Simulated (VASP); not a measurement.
# CaZr2N2 (Immm) in VASP: notebook, part 2 of 2

VASP 6.6.1. The steps go on from the part before.

**3. Relaxation of cell and atoms, PBE**

This run uses another cell than the first one, of 16.50 Å³/atom, 1.003 times its volume.

Contents of INCAR:

```
SYSTEM = CaZr2N2
PREC     = Accurate       ! precision mode
ENCUT    = 520            ! plane-wave cutoff, eV
EDIFF    = 1E-7           ! SCF threshold, eV
ISMEAR   = 0              ! smearing method
SIGMA    = 0.1            ! smearing width, eV
LREAL    = .FALSE.        ! projectors in reciprocal space
LASPH    = .TRUE.         ! aspherical terms in the spheres
NELM     = 120            ! most SCF steps
ALGO     = Normal         ! electronic algorithm
ISIF     = 3              ! what is computed and relaxed
LWAVE    = .FALSE.        ! write WAVECAR
LCHARG   = .FALSE.        ! write CHGCAR
GGA      = PE             ! functional
IBRION   = 2              ! ionic algorithm
NSW      = 60             ! ionic steps
EDIFFG   = -0.005         ! ionic threshold
POTIM    = 0.3            ! step
KPAR     = 8
```

Contents of KPOINTS:

```
regular mesh
0
G
  10 10 10
  0 0 0
```

Contents of POSCAR:

```
CaZr2N2                                 
1.0
   -1.7326575592      2.2695421124      5.2449532487
    1.7326575592     -2.2695421124      5.2449532487
    1.7326575592      2.2695421124     -5.2449532487
  Ca              Zr              N             
     1     2     2
Direct
     0.0000000000000000    0.0000000000000000    0.0000000000000000
     0.6890892960146604    0.6890892960146604    0.0000000000000000
     0.3109107039853394    0.3109107039853394    0.0000000000000000
     0.8185168547059571    0.3185168547059569    0.5000000000000000
     0.1814831452940430    0.6814831452940429    0.5000000000000000
```

Potentials or basis: VASP PAW PBE potentials, release 64 (Ca_sv, Zr_sv, N).

Launch:

```
$ cat potpaw_PBE.64/Ca_sv/POTCAR potpaw_PBE.64/Zr_sv/POTCAR potpaw_PBE.64/N/POTCAR > POTCAR
$ mpirun -np 8 vasp_std > vasp.out
```

OUTCAR:

```text
SYSTEM = CaZr2N2
   PREC = Accurate
   ENCUT = 520
   EDIFF = 1E-7
   ISMEAR = 0
   LREAL = .FALSE.
   LASPH = .TRUE.
   NELM = 120
   ISIF = 3
   GGA = PE
   IBRION = 2
   NSW = 60
   EDIFFG = -0.005
   POTIM = 0.3

 ion  position               nearest neighbor table
   1  0.000  0.000  0.000-   2 3.26   3 3.26   2 3.48   3 3.48   2 3.48   2 3.48   2 3.48   3 3.48
                             3 3.48   3 3.48
   2  0.689  0.689  0.000-   4 2.20   4 2.20   5 2.27   5 2.27   3 3.13   3 3.13   3 3.13   3 3.13
                             1 3.26   1 3.48   1 3.48   1 3.48   1 3.48
   3  0.311  0.311  0.000-   5 2.20   5 2.20   4 2.27   4 2.27   2 3.13   2 3.13   2 3.13   2 3.13
[... 959 lines left out ...]
  Total       -0.0140267     -0.0053933      0.0056767      0.0000000      0.0000000      0.0000000
  in kB       -0.2724019     -0.1047396      0.1102435      0.0000000      0.0000000      0.0000000
  external PRESSURE =      -0.0889660 kB  Pullay stress =       0.0000000 kB

 VOLUME and BASIS-vectors are now :
 -----------------------------------------------------------------------------
  energy-cutoff  :      520.00
  volume of cell :       82.50
      direct lattice vectors                 reciprocal lattice vectors
    -1.732531740  2.269442729  5.245587931     0.000000000  0.220318404  0.095318200
     1.732531740 -2.269442729  5.245587931     0.288595001  0.000000000  0.095318200
     1.732531740  2.269442729 -5.245587931     0.288595001  0.220318404  0.000000000

 POSITION                                       TOTAL-FORCE (eV/Angst)
 -----------------------------------------------------------------------------------
      0.00000      0.00000      0.00000        -0.000000     -0.000000     -0.000000
      0.00000      0.00000      7.22913         0.000000     -0.000000     -0.004509
      1.73253      2.26944     -1.98354        -0.000000      0.000000      0.004509
      0.00000      2.26944      3.34175        -0.000000      0.000000      0.003258
      1.73253      0.00000      1.90384        -0.000000     -0.000000     -0.003258
 -----------------------------------------------------------------------------------
    total drift:                                0.000000     -0.000000     -0.000000

  FREE ENERGIE OF THE ION-ELECTRON SYSTEM (eV)
  ---------------------------------------------------
  free  energy   TOTEN  =       -41.7826234710 eV

  energy  without entropy=      -41.7663982737  energy(sigma->0) =      -41.77451087

 reached required accuracy - stopping structural energy minimisation
```

It took 1.8 min on 8 MPI ranks of AMD EPYC 9R45 (Zen 5), shared host; peak memory 0.6 GiB.

Results:

```yaml
Free_energy: -41.7826 eV
Energy_gained_by_relaxing: 0.0 meV/atom
Ionic_steps: 2
Pressure_after_relaxing: 0.0 GPa
Largest_force_after_relaxing: 0.005 eV/Å
Band_gap_on_the_k_mesh: none (metal or under the smearing width)
```

Forces in eV/Å, atoms in the order of the input:
```
Ca   0.000  0.000  0.000
Zr   0.000  0.000 -0.005
Zr   0.000  0.000  0.005
N    0.000  0.000  0.003
N    0.000  0.000 -0.003
```

Final structure:
```yaml
crystal:
  lattice:
    - [-1.73253, 2.26944, 5.24559]
    - [1.73253, -2.26944, 5.24559]
    - [1.73253, 2.26944, -5.24559]
  atoms:
    - { symbol: Ca, position: [0.00000, 0.00000, 0.00000] }
    - { symbol: Zr, position: [0.68907, 0.68907, 0.00000] }
    - { symbol: Zr, position: [0.31093, 0.31093, 0.00000] }
    - { symbol: N, position: [0.81853, 0.31853, 0.50000] }
    - { symbol: N, position: [0.18147, 0.68147, 0.50000] }
```

Levels at points of the mesh, in eV from the Fermi level:
```tsv
k point	band 19	band 20	band 21	band 22	band 23	band 24	band 25	band 26
(0.00, 0.00, 0.00)	-3.59	-3.06	-2.24	-0.05	1.04	1.12	1.49	2.11
(0.50, 0.00, 0.00)	-4.47	-4.25	-1.13	0.46	1.52	1.72	2.20	2.59
(0.00, 0.50, 0.00)	-3.44	-3.41	-1.39	-0.77	-0.71	0.98	1.37	2.40
(0.50, 0.50, 0.00)	-4.05	-3.98	-0.47	-0.21	0.16	2.20	2.59	2.70
(0.50, 0.50, 0.50)	-3.52	-3.07	-1.72	0.05	0.18	0.52	1.48	1.68
```

**4. Single point, r2SCAN**

This run uses another cell than the first one, of 16.50 Å³/atom, 1.003 times its volume.

Contents of INCAR:

```
SYSTEM = CaZr2N2
PREC = Accurate
ENCUT = 520
EDIFF = 1E-6
ISMEAR = 0
SIGMA = 0.1
LREAL = .FALSE.
LASPH = .TRUE.
NELM = 150
ALGO = Normal
ISIF = 2
LWAVE = .FALSE.
LCHARG = .FALSE.
METAGGA = R2SCAN
LMIXTAU = .TRUE.
KPAR = 8
```

KPOINTS is that of step 3.

Contents of POSCAR:

```
CaZr2N2                                 
1.0
   -1.7325317398      2.2694427293      5.2455879310
    1.7325317398     -2.2694427293      5.2455879310
    1.7325317398      2.2694427293     -5.2455879310
  Ca              Zr              N             
     1     2     2
Direct
     0.0000000000000000    0.0000000000000000    0.0000000000000000
     0.6890674024650487    0.6890674024650487    0.0000000000000000
     0.3109325975349513    0.3109325975349513    1.0000000000000000
     0.8185297840396496    0.3185297840396496    0.5000000000000000
     0.1814702159603504    0.6814702159603504    0.5000000000000000
```

Potentials or basis: VASP PAW PBE potentials, release 64 (Ca_sv, Zr_sv, N).

Launch:

```
$ cat potpaw_PBE.64/Ca_sv/POTCAR potpaw_PBE.64/Zr_sv/POTCAR potpaw_PBE.64/N/POTCAR > POTCAR
$ mpirun -np 8 vasp_std > vasp.out
```

OUTCAR:

```text
SYSTEM = CaZr2N2
   PREC = Accurate
   ENCUT = 520
   EDIFF = 1E-6
   ISMEAR = 0
   LREAL = .FALSE.
   LASPH = .TRUE.
   NELM = 150
   ISIF = 2
   METAGGA = R2SCAN

 ion  position               nearest neighbor table
   1  0.000  0.000  0.000-   2 3.26   3 3.26   2 3.48   2 3.48   2 3.48   3 3.48   3 3.48   3 3.48
                             2 3.48   3 3.48
   2  0.689  0.689  0.000-   4 2.20   4 2.20   5 2.27   5 2.27   3 3.13   3 3.13   3 3.13   3 3.13
                             1 3.26   1 3.48   1 3.48   1 3.48   1 3.48
   3  0.311  0.311  0.000-   5 2.20   5 2.20   4 2.27   4 2.27   2 3.13   2 3.13   2 3.13   2 3.13
                             1 3.26   1 3.48   1 3.48   1 3.48   1 3.48
   4  0.819  0.319  0.500-   2 2.20   2 2.20   3 2.27   3 2.27
[... 906 lines left out ...]
  Total       -0.4284079     -0.4055237     -0.5098927     -0.0000000      0.0000000      0.0000000
  in kB       -8.3198111     -7.8753935     -9.9022696     -0.0000000      0.0000000      0.0000000
  external PRESSURE =      -8.6991581 kB  Pullay stress =       0.0000000 kB

 VOLUME and BASIS-vectors are now :
 -----------------------------------------------------------------------------
  energy-cutoff  :      520.00
  volume of cell :       82.50
      direct lattice vectors                 reciprocal lattice vectors
    -1.732531740  2.269442729  5.245587931     0.000000000  0.220318404  0.095318200
     1.732531740 -2.269442729  5.245587931     0.288595001  0.000000000  0.095318200
     1.732531740  2.269442729 -5.245587931     0.288595001  0.220318404  0.000000000

 POSITION                                       TOTAL-FORCE (eV/Angst)
 -----------------------------------------------------------------------------------
      0.00000      0.00000      0.00000        -0.000000      0.000000     -0.000000
      0.00000      0.00000      7.22913         0.000000     -0.000000     -0.020543
      0.00000      0.00000      3.26205        -0.000000      0.000000      0.020543
      0.00000      2.26944      3.34175         0.000000     -0.000000     -0.097899
      1.73253     -0.00000      1.90384        -0.000000     -0.000000      0.097899
 -----------------------------------------------------------------------------------
    total drift:                               -0.000000     -0.000000     -0.000000

  FREE ENERGIE OF THE ION-ELECTRON SYSTEM (eV)
  ---------------------------------------------------
  free  energy   TOTEN  =       -77.7879401999 eV

  energy  without entropy=      -77.7738888838  energy(sigma->0) =      -77.78091454
```

stdout:

```text
POSCAR found type information on POSCAR CaZrN
 POSCAR found :  3 types and       5 ions
 scaLAPACK will be used
 -----------------------------------------------------------------------------
|                                                                             |
|           W    W    AA    RRRRR   N    N  II  N    N   GGGG   !!!           |
|           W    W   A  A   R    R  NN   N  II  NN   N  G    G  !!!           |
|           W    W  A    A  R    R  N N  N  II  N N  N  G       !!!           |
[... 20 lines left out ...]
 -----------------------------------------------------------------------------

 LDA part: xc-table for (None), standard interpolation
 POSCAR, INCAR and KPOINTS ok, starting setup
 FFT: planning ... GRIDC
 FFT: planning ... GRID_SOFT
 FFT: planning ... GRID
 WAVECAR not read
 entering main loop
```

Wall time 6.9 min (8 MPI ranks of AMD EPYC 9R45 (Zen 5), shared host); peak memory 0.62 GiB.

What came out:

| Item | Value |
| --- | --- |
| Free energy | -77.7879 eV |
| Pressure | -0.9 GPa |
| Largest force | 0.098 eV/Å |
| Band gap on the k mesh | none (metal or under the smearing width) |

Forces on the atoms (eV/Å):
```
Ca   0.000  0.000  0.000
Zr   0.000  0.000 -0.021
Zr   0.000  0.000  0.021
N    0.000  0.000 -0.098
N    0.000  0.000  0.098
```

Levels at points of the mesh, in eV from the Fermi level:
```csv
k point,band 20,band 21,band 22,band 23,band 24,band 25
"(0.00, 0.00, 0.00)",-3.38,-2.46,0.00,1.15,1.19,1.55
"(0.50, 0.00, 0.00)",-4.62,-1.35,0.56,1.67,1.80,2.33
"(0.00, 0.50, 0.00)",-3.72,-1.41,-0.91,-0.73,0.94,1.39
"(0.50, 0.50, 0.00)",-4.31,-0.60,-0.27,0.17,2.32,2.70
"(0.50, 0.50, 0.50)",-3.38,-1.86,0.10,0.16,0.58,1.57
```

Caveat: the PAW data sets were made with another functional, which shifts forces and pressure a little.
